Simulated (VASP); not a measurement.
Wanted: the native input for a VASP 6.6.1 run.

| Property | Result |
| --- | --- |
| Task | relaxation of cell and atoms |
| Functional | PBE |
| Potentials or basis | VASP PAW PBE potentials, release 64 (Ga_d, Bi_d, O) |
| Cutoff | 520 eV |
| k mesh | 4 × 4 × 2 |
| Occupations | gaussian, width 0.15 eV |
| Spin | no spin polarisation |
| Further INCAR settings | PREC = Normal; ALGO = Fast; EDIFF = 0.0001; IBRION = 2; EDIFFG = -0.08; NSW = 24; ISIF = 3 |

The structure of Ga3BiO4 lies in POSCAR:

```
Ga3BiO4
1.0
    4.6718819200      0.0000000000      0.0000000000
   -2.3359409600      4.0459684200      0.0000000000
    0.0000000000      0.0000000000      7.6778870100
Ga Bi O
3 1 4
Direct
    0.3333333300      0.6666666700      0.0000000000
    0.6666666700      0.3333333300      0.0000000000
    0.0000000000      0.0000000000      0.0000000000
    0.0000000000      0.0000000000      0.5000000000
    0.0000000000      0.0000000000      0.2595383600
    0.0000000000      0.0000000000      0.7404616400
    0.3333333300      0.6666666700      0.5000000000
    0.6666666700      0.3333333300      0.5000000000
```

The cell was built by a generator and needn't be a form met in nature.

The input as run:

INCAR

```
SYSTEM = Ga3BiO4
PREC = Normal
ENCUT = 520
EDIFF = 1E-4
ISMEAR = 0
SIGMA = 0.15
LREAL = .False.
LASPH = .True.
NELM = 60
ALGO = Fast
ISIF = 3
LWAVE = .False.
LCHARG = .False.
GGA = PE
IBRION = 2
NSW = 24
EDIFFG = -0.08
```

KPOINTS

```
regular mesh
0
Gamma
  4 4 2
  0 0 0
```

Potentials or basis: VASP PAW PBE potentials, release 64 (Ga_d, Bi_d, O).

Launch:

```bash
$ cat potpaw_PBE.64/Ga_d/POTCAR potpaw_PBE.64/Bi_d/POTCAR potpaw_PBE.64/O/POTCAR > POTCAR
$ mpirun -np 1 vasp_std > vasp.out
```

Results of the run:

| Property | Result |
| --- | --- |
| Relaxed volume | 17.34 Å³/atom |
| Relaxed cell | a = 4.469 Å, b = 4.469 Å, c = 8.024 Å, α = 90.00°, β = 90.00°, γ = 120.00° |
| Space group after relaxing (to 0.05 Å) | P6/mmm (No. 191) |
| Energy gained by relaxing | 237.0 meV/atom |
| Ionic steps | 9 |
| Pressure after relaxing | 0.1 GPa |
| Largest force after relaxing | 0.020 eV/Å |
| Band gap on the k mesh | none (metal or under the smearing width) |

Caveat: the k mesh is coarse (spacing up to 0.41 Å⁻¹), so the values aren't converged; spin-orbit coupling is left out, which moves the levels of the heavy elements; the relaxation stopped at a loose force limit of 0.08 eV/Å, so its end isn't a converged minimum.

It took 2.2 min on 1 thread of Intel(R) Xeon(R) 6975P-C (Granite Rapids) (shared host), peak memory 0.22 GiB.
